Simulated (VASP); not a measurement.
# Hf2ZrGe3 (I4/mmm) in VASP: relaxation of cell and atoms with PBE

Aim: the relaxation of cell and atoms of Hf2ZrGe3 with PBE.

Program: VASP 6.6.1. These are calculated values, not measurements. Logs are shortened: lines on timing, memory, paths and dates and some standing lists are left out, and cuts for length are marked.

## Step 1: The structure

It takes space group I4/mmm (No. 139, tetragonal). Conventional cell: a = 5.307 Å, b = 5.307 Å, c = 8.812 Å, α = 90.00°, β = 90.00°, γ = 90.00°. Zr (site symmetry 4/mmm) is surrounded by 2 Hf at 2.14 Å. Hf (site symmetry 4mm) has 1 Zr at 2.14 Å and 1 Ge at 2.27 Å as nearest neighbours. Ge (site symmetry -4m2) is surrounded by 4 Hf at 2.65 Å. Around Ge (site symmetry 4/mmm) lie 2 Hf at 2.27 Å.

The cell was built by a generator and needn't be a form met in nature.

## Step 2: Relaxation of cell and atoms, PBE

INCAR reads:

```
SYSTEM = Hf2ZrGe3
ALGO = Fast ; EDIFF = 1E-4
EDIFFG = -0.08 ; ENCUT = 520
GGA = PE ; IBRION = 2
ISIF = 3 ; ISMEAR = 0
LASPH = .TRUE. ; LCHARG = .FALSE.
LREAL = .FALSE. ; LWAVE = .FALSE.
NELM = 60 ; NSW = 24
PREC = Normal ; SIGMA = 0.15
```

KPOINTS reads:

```
k-points
0
G
  5 5 5
  0 0 0
```

POSCAR reads:

```
Hf2ZrGe3
1.0
   -2.6537221600      2.6537221600      4.4058216500
    2.6537221600     -2.6537221600      4.4058216500
    2.6537221600      2.6537221600     -4.4058216500
Zr Hf Ge
1 2 3
Direct
    0.5000000000      0.5000000000      0.0000000000
    0.2572512800      0.2572512800      0.0000000000
    0.7427487200      0.7427487200      0.0000000000
    0.7500000000      0.2500000000      0.5000000000
    0.2500000000      0.7500000000      0.5000000000
    0.0000000000      0.0000000000      0.0000000000
```

Potentials or basis: VASP PAW PBE potentials, release 64 (Zr_sv, Hf_pv, Ge_d).

Run with:

```sh
cat potpaw_PBE.64/Zr_sv/POTCAR potpaw_PBE.64/Hf_pv/POTCAR potpaw_PBE.64/Ge_d/POTCAR > POTCAR
mpirun -np 1 vasp_std > vasp.out
```

OUTCAR:

```text
SYSTEM = Hf2ZrGe3
   EDIFF = 1E-4
   EDIFFG = -0.08
   ENCUT = 520
   GGA = PE
   IBRION = 2
   ISIF = 3
   ISMEAR = 0
   LASPH = .TRUE.
   LREAL = .FALSE.
   NELM = 60
   NSW = 24
   PREC = Normal

 ion  position               nearest neighbor table
   1  0.500  0.500  0.000-   2 2.14   3 2.14
   2  0.257  0.257  0.000-   1 2.14   6 2.27   5 2.65   4 2.65   5 2.65   4 2.65   3 3.76   3 3.76
                             3 3.76   3 3.76
   3  0.743  0.743  0.000-   1 2.14   6 2.27   5 2.65   4 2.65   4 2.65   5 2.65   2 3.76   2 3.76
                             2 3.76   2 3.76
   4  0.750  0.250  0.500-   2 2.65   3 2.65   2 2.65   3 2.65
   5  0.250  0.750  0.500-   2 2.65   3 2.65   2 2.65   3 2.65
   6  0.000  0.000  0.000-   2 2.27   3 2.27

  LATTYP: Found a body centered tetragonal cell.
 ALAT       =     5.3074443200
 C/A-ratio  =     1.6602422501

  Lattice vectors:

 A1 = (  -2.6537221600,   2.6537221600,   4.4058216500)
 A2 = (   2.6537221600,  -2.6537221600,   4.4058216500)
 A3 = (   2.6537221600,   2.6537221600,  -4.4058216500)

Analysis of symmetry for initial positions (statically):
=====================================================================
 Subroutine PRICEL returns:
 Original cell was already a primitive cell.

 Routine SETGRP: Setting up the symmetry group for a
 body centered tetragonal supercell.

 Subroutine GETGRP returns: Found 16 space group operations
 (whereof 16 operations were pure point group operations)
 out of a pool of 16 trial point group operations.

The static configuration has the point symmetry D_4h.

Analysis of symmetry for dynamics (positions and initial velocities):
=====================================================================
 Subroutine PRICEL returns:
 Original cell was already a primitive cell.

 Routine SETGRP: Setting up the symmetry group for a
 body centered tetragonal supercell.

 Subroutine GETGRP returns: Found 16 space group operations
 (whereof 16 operations were pure point group operations)
 out of a pool of 16 trial point group operations.

The dynamic configuration has the point symmetry D_4h.

 Subroutine INISYM returns: Found 16 space group operations
 (whereof 16 operations are pure point group operations),
 and found     1 'primitive' translations

----------------------------------------------------------------------------------------

                                     Primitive cell

  volume of cell :     124.1074

  direct lattice vectors                    reciprocal lattice vectors
    -2.653722160  2.653722160  4.405821650     0.000000000  0.188414600  0.113486210
     2.653722160 -2.653722160  4.405821650     0.188414600  0.000000000  0.113486210
     2.653722160  2.653722160 -4.405821650     0.188414600  0.188414600  0.000000000

  length of vectors
     5.787551038  5.787551038  5.787551038     0.219952680  0.219952680  0.266458483

  position of ions in fractional coordinates (direct lattice)
     0.500000000  0.500000000  0.000000000
     0.257251280  0.257251280  0.000000000
     0.742748720  0.742748720  0.000000000
     0.750000000  0.250000000  0.500000000
     0.250000000  0.750000000  0.500000000
     0.000000000  0.000000000  0.000000000

  ion indices of the primitive-cell ions
   primitive index   ion index
                 1           1
                 2           2
                 3           3
                 4           4
                 5           5
                 6           6

----------------------------------------------------------------------------------------

 KPOINTS: k-points

Automatic generation of k-mesh.
 Grid dimensions read from file:
 generate k-points for:    5    5    5

 Generating k-lattice:

  Cartesian coordinates                     Fractional coordinates (reciprocal lattice)
     0.000000000  0.037682920  0.022697242     0.200000000  0.000000000 -0.000000000
     0.037682920  0.000000000  0.022697242     0.000000000  0.200000000 -0.000000000
     0.037682920  0.037682920  0.000000000     0.000000000  0.000000000  0.200000000

  Length of vectors
     0.043990536  0.043990536  0.053291697

  Shift w.r.t. Gamma in fractional coordinates (k-lattice)
     0.000000000  0.000000000  0.000000000

 Subroutine IBZKPT returns following result:
 ===========================================

 Found     18 irreducible k-points:

 Following reciprocal coordinates:
            Coordinates               Weight
  0.000000  0.000000  0.000000      1.000000
  0.200000  0.000000 -0.000000      8.000000
  0.400000 -0.000000  0.000000      8.000000
  0.200000  0.200000 -0.000000      8.000000
  0.400000  0.200000  0.000000     16.000000
 -0.400000  0.200000 -0.000000     16.000000
[... 10 lines left out ...]
 -0.400000  0.400000  0.400000      4.000000
 -0.400000 -0.400000  0.400000      2.000000
   k-points           NKPTS =     18   k-points in BZ     NKDIM =     18   number of bands    NBANDS=     44
   number of dos      NEDOS =    301   number of ions     NIONS =      6
   total plane-waves  NPLWV =  32768
   dimension x,y,z NGX =    32 NGY =   32 NGZ =   32
   dimension x,y,z NGXF=    64 NGYF=   64 NGZF=   64
   ions per type =               1   2   3
   NGX,Y,Z   is equivalent  to a cutoff of   9.19,  9.19,  9.19 a.u.
   NGXF,Y,Z  is equivalent  to a cutoff of  18.38, 18.38, 18.38 a.u.
 SYSTEM =  Hf2ZrGe3
   PREC   = normal    normal or accurate (medium, high low for compatibility)
   ISTART =      0    job   : 0-new  1-cont  2-samecut
   ICHARG =      2    charge: 1-file 2-atom 10-const
   ISPIN  =      1    spin polarized calculation?
   LNONCOLLINEAR =      F non collinear calculations
   LSORBIT =      F    spin-orbit coupling
   LASPH  =      T    aspherical Exc in radial PAW
   ENCUT  =  520.0 eV  38.22 Ry    6.18 a.u.  10.76 10.76 10.76*2*pi/ulx,y,z
   NELM   =     60;   NELMIN=  2; NELMDL= -5     # of ELM steps
   EDIFF  = 0.1E-03   stopping-criterion for ELM
   LREAL  =      F    real-space projection
   EDIFFG = -.8E-01   stopping-criterion for IOM
   NSW    =     24    number of steps for IOM
   IBRION =      2    ionic relax: 0-MD 1-quasi-New 2-CG
   NFREE  =      1    steps in history (QN), initial steepest desc. (CG)
   ISIF   =      3    stress and relaxation
   ISYM   =      2    0-nonsym 1-usesym 2-fastsym
   POTIM  = 0.5000    time-step for ionic-motion
   TEBEG  =    0.0;   TEEND  =   0.0 temperature during run
   PSTRESS=    0.0 pullay stress
   NELECT =      74.0000    total number of electrons
   NUPDOWN=      -1.0000    fix difference up-down
   EMIN   =  10.00;   EMAX   =-10.00  energy-range for DOS
   EFERMI =   0.00;   METHOD = LEGACY
   ISMEAR =     0;   SIGMA  =   0.15  broadening in eV -4-tet -1-fermi 0-gaus
   EFERMI_NEDOS =   21; number of points for ismear=-14 and -15
   IALGO  =     68    algorithm
   IMIX   =      4    mixing-type and parameters
     AMIX     =   0.40;   BMIX     =  1.00
     AMIX_MAG =   1.60;   BMIX_MAG =  1.00
  volume/ion in A,a.u.               =      20.68       139.59
  Fermi-wavevector in a.u.,A,eV,Ry     =   1.377906  2.603864 25.832346  1.898624
  Thomas-Fermi vector in A             =   2.503016
   LORBIT       =      0    0 simple, 1 ext, 2 COOP (PROOUT), +10 PAW based schemes
   GGA     = PE    functional components
   LHFCALC =     F    Hartree Fock is set to
   AEXX    =    0.0000 exact exchange contribution
   IVDW    =     0    specifies the selected vdW correction
   LEPSILON=     F    determine dielectric tensor
   LRPA    =     F    only Hartree local field effects (RPA)
 conjugate gradient relaxation of ions
 non-spin polarized calculation
 RMM-DIIS sequential band-by-band and
 Gauss-broadening in eV      SIGMA  =   0.15
  energy-cutoff  :      520.00
  volume of cell :      124.11
 maximum number of plane-waves:      3361
   NGX = 21   NGY = 21   NGZ = 21

--------------------------------------- Ionic step        1  -------------------------------------------

 number of electron      73.9999947 magnetization

 Free energy of the ion-electron system (eV)
  ---------------------------------------------------
  ext. energy  EPLUGINS =         0.00000000
  ---------------------------------------------------
  free energy    TOTEN  =       -34.66528051 eV

  energy without entropy =      -34.62562028  energy(sigma->0) =      -34.64545039

------------------------ aborting loop because EDIFF is reached ----------------------------------------

  FORCE on cell =-STRESS in cart. coord.  units (eV):
  Direction    XX          YY          ZZ          XY          YZ          ZX
  --------------------------------------------------------------------------------------
  -------------------------------------------------------------------------------------
  Total        2.0613937      2.0613937     54.3894048      0.0000000     -0.0000000      0.0000000
  in kB       26.6117677     26.6117677    702.1454450      0.0000000     -0.0000000      0.0000000
  external PRESSURE =     251.7896601 kB  Pullay stress =       0.0000000 kB
[... 881 lines left out ...]
     43      57.8768      0.00000
     44      58.9566      0.00000

------------------------ aborting loop EDIFF was not reached (unconverged)  ----------------------------

  FORCE on cell =-STRESS in cart. coord.  units (eV):
  Direction    XX          YY          ZZ          XY          YZ          ZX
  --------------------------------------------------------------------------------------
  -------------------------------------------------------------------------------------
  Total       -7.4317432     -7.4317432    -17.9968852      0.0000000     -0.0000000      0.0000000
  in kB      -64.5911644    -64.5911644   -156.4154919      0.0000000     -0.0000000      0.0000000
  external PRESSURE =     -95.1992736 kB  Pullay stress =       0.0000000 kB
[... 27 lines left out ...]
--------------------------------------- Ionic step        3  -------------------------------------------

 number of electron      74.0000124 magnetization

------------------------ aborting loop EDIFF was not reached (unconverged)  ----------------------------

  FORCE on cell =-STRESS in cart. coord.  units (eV):
  Direction    XX          YY          ZZ          XY          YZ          ZX
  --------------------------------------------------------------------------------------
  -------------------------------------------------------------------------------------
  Total       -4.3999494     -4.3999494      1.9994857      0.0000000      0.0000000      0.0000000
  in kB      -45.1046946    -45.1046946     20.4970978      0.0000000      0.0000000      0.0000000
  external PRESSURE =     -23.2374305 kB  Pullay stress =       0.0000000 kB
[... 877 lines left out ...]
     43      32.3337      0.00000
     44      33.3769      0.00000

[... ionic steps 4 to 11 ...]

--------------------------------------- Ionic step       12  -------------------------------------------

 number of electron      74.0000141 magnetization

------------------------ aborting loop because EDIFF is reached ----------------------------------------
[... 75 lines left out ...]
--------------------------------------- Ionic step       14  -------------------------------------------

 number of electron      74.0000143 magnetization

 Free energy of the ion-electron system (eV)
  ---------------------------------------------------
  ext. energy  EPLUGINS =         0.00000000
  ---------------------------------------------------
  free energy    TOTEN  =       -40.49150573 eV

  energy without entropy =      -40.45700347  energy(sigma->0) =      -40.47425460

 E-fermi :   4.5986     XC(G=0): -10.0913

 val. band max:        4.5963622072   @ k =  -0.2000  -0.4000   0.2000
 cond. band min:       4.6115701998   @ k =  -0.4000  -0.4000   0.2000
 fundamental gap:      0.0152079927
 Fermi energy:         4.5986054720
[... 877 lines left out ...]
  FREE ENERGIE OF THE ION-ELECTRON SYSTEM (eV)
  ---------------------------------------------------
  free  energy   TOTEN  =       -40.4915057267 eV

  energy  without entropy=      -40.4570034667  energy(sigma->0) =      -40.47425460

 reached required accuracy - stopping structural energy minimisation
```

It took 28 min on 1 thread of Intel Xeon Platinum 8375C at 2.90GHz (Ice Lake), shared host; peak memory 0.25 GiB.

What came out:

```yaml
Free_energy: -40.4915 eV
Relaxed_volume: 25.21 Å³/atom
Relaxed_cell: a = 6.729 Å, b = 6.729 Å, c = 6.729 Å, α = 134.77°, β = 134.77°, γ = 65.89°
Space_group_after_relaxing_to_0.05_Å: I4/mmm (No. 139)
Energy_gained_by_relaxing: 971.0 meV/atom
Ionic_steps: 14
Pressure_after_relaxing: -0.3 GPa
Largest_force_after_relaxing: 0.015 eV/Å
Band_gap_on_the_k_mesh: none (metal or under the smearing width)
```

Forces in eV/Å, atoms in the order of the input:
```
Zr   0.000  0.000  0.000
Hf   0.000  0.000 -0.015
Hf   0.000  0.000  0.015
Ge   0.000  0.000  0.000
Ge   0.000  0.000  0.000
Ge   0.000  0.000  0.000
```

Step by step:
| step | energy change (eV) | largest force (eV/Å) | pressure (GPa) | volume (Å³) |
| --- | --- | --- | --- | --- |
| 1 | 0.0000 | 3.4265 | 25.18 | 124.11 |
| 2 | -3.7581 | 1.1965 | -9.52 | 184.34 |
| 3 | -5.0005 | 2.1138 | -2.32 | 156.29 |
| 4 | -5.0658 | 1.9245 | -4.24 | 160.62 |
| 5 | -5.2164 | 1.8671 | -3.92 | 159.37 |
| 6 | -5.2194 | 1.9149 | -3.50 | 157.83 |
| 7 | -5.2258 | 1.8519 | -3.57 | 158.51 |
| 8 | -5.6264 | 1.2798 | 1.01 | 148.16 |
| 9 | -5.6402 | 1.1953 | 2.10 | 146.47 |
| 10 | -5.7859 | 0.1272 | 0.42 | 149.21 |
| 11 | -5.7873 | 0.0185 | 0.47 | 149.45 |
| 12 | -5.8190 | 0.0283 | -0.66 | 151.51 |
| 13 | -5.8253 | 0.0099 | -0.59 | 151.41 |
| 14 | -5.8262 | 0.0154 | -0.27 | 151.25 |

Final structure:
```yaml
crystal:
  lattice:
    - [-2.58760, 2.58760, 5.64741]
    - [2.58760, -2.58760, 5.64741]
    - [2.58760, 2.58760, -5.64741]
  atoms:
    - { symbol: Zr, position: [0.50000, 0.50000, 0.00000] }
    - { symbol: Hf, position: [0.22497, 0.22497, 0.00000] }
    - { symbol: Hf, position: [0.77503, 0.77503, 0.00000] }
    - { symbol: Ge, position: [0.75000, 0.25000, 0.50000] }
    - { symbol: Ge, position: [0.25000, 0.75000, 0.50000] }
    - { symbol: Ge, position: [0.00000, 0.00000, 0.00000] }
```

Caveat: the volume moved by over 15 % at a fixed basis, so the end points are rough; the relaxation stopped at a loose force limit of 0.08 eV/Å, so its end isn't a converged minimum.
